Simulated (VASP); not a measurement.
Given:

```
CELL_PARAMETERS angstrom
      1.87984    -3.25598     0.00000
      1.87984     3.25598     0.00000
      0.00000     0.00000     5.40541
ATOMIC_POSITIONS crystal
  Pt 0.00000 0.00000 0.00000
  Se 0.33333 0.66667 0.24098
  Se 0.66667 0.33333 0.75902
```

Level of theory: TPSS meta-GGA, VASP's PBE PAW potentials (set 64) (plane waves; VASP 6.6.1). Settings: 520 eV cut-off, 8×8×5 Γ-centred mesh, tetrahedra with Blöchl corrections, potentials Pt Se.

The cores are frozen, which limits the accuracy of field gradients. Without a dispersion term in the relaxation, distances and binding between the weakly bound layers, chains or molecules are unreliable, and so is what depends on them.

Question: Give the principal components of the electric field gradient (V/Å²) and the asymmetry η at each nucleus.

Answer: 
| atom | Vxx | Vyy | Vzz | η |
|---|---|---|---|---|
| Pt1 | -56.0 | -56.0 | 112.0 | 0.00 |
| Se2 | 32.6 | 32.6 | -65.3 | 0.00 |
| Se3 | 32.6 | 32.6 | -65.3 | 0.00 |

The compound is PtSe2 in the 1T layered structure. It was relaxed first, which changed the volume by +8 %.
